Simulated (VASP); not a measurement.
An input for Quantum ESPRESSO's pw.x (written as the equivalent of a VASP run, and not itself run):

```
&CONTROL
  calculation = 'scf'
  pseudo_dir = './pseudo'
  outdir = './out'
  tprnfor = .true.
  tstress = .true.
/
&SYSTEM
  ibrav = 0
  nat = 1
  ntyp = 1
  ecutwfc = 88
  occupations = 'smearing'
  smearing = 'methfessel-paxton'
  degauss = 0.00735
  input_dft = 'vdw-df-cx'
/
&ELECTRONS
  conv_thr = 7.3e-09
  electron_maxstep = 100
/
ATOMIC_SPECIES
  Rh 102.906 Rh.upf
CELL_PARAMETERS angstrom
     0.0000000    1.8541670    1.8541670
     1.8541670    0.0000000    1.8541670
     1.8541670    1.8541670    0.0000000
ATOMIC_POSITIONS crystal
  Rh   0.0000000  0.0000000  0.0000000
K_POINTS automatic
  16 16 16 0 0 0
```

Problem. Translate this input to VASP (INCAR, KPOINTS, POSCAR, choice of POTCAR).

Solution. Several could match; the one computed here: 
**KPOINTS**
```
Regular mesh
0
gamma
 16 16 16
0 0 0
```

INCAR:
```
SYSTEM=Rh
PREC=Accurate; ENCUT=520; LREAL=.FALSE.
LASPH=.TRUE.
EDIFF=1E-7; NELM=100; ALGO=Normal
LMAXMIX=4
ISMEAR=1; SIGMA=0.1
GGA=CX; LUSE_VDW=.TRUE.; AGGAC=0.0
ISIF=2
LWAVE=.FALSE.; LCHARG=.FALSE.
```

**POSCAR**
```
Rh
1.0
  0.0000000000   1.8541669800   1.8541669800
  1.8541669800   0.0000000000   1.8541669800
  1.8541669800   1.8541669800   0.0000000000
Rh
1
direct
  0.0000000000   0.0000000000   0.0000000000
```

POTCAR, in this order: Rh_pv (PBE.64 set). Program: vasp_std.

Limits of the translation: the potentials are each code's own (VASP's PAW set, PseudoDojo norm-conserving files in pw.x), so ENCUT and ecutwfc are chosen apart and not converted; conv_thr bounds pw.x's estimated SCF error, while EDIFF bounds the energy change between steps.

The compound is Rh in the fcc structure. This cell is one point of a volume scan, at 0.94 of the reference volume.
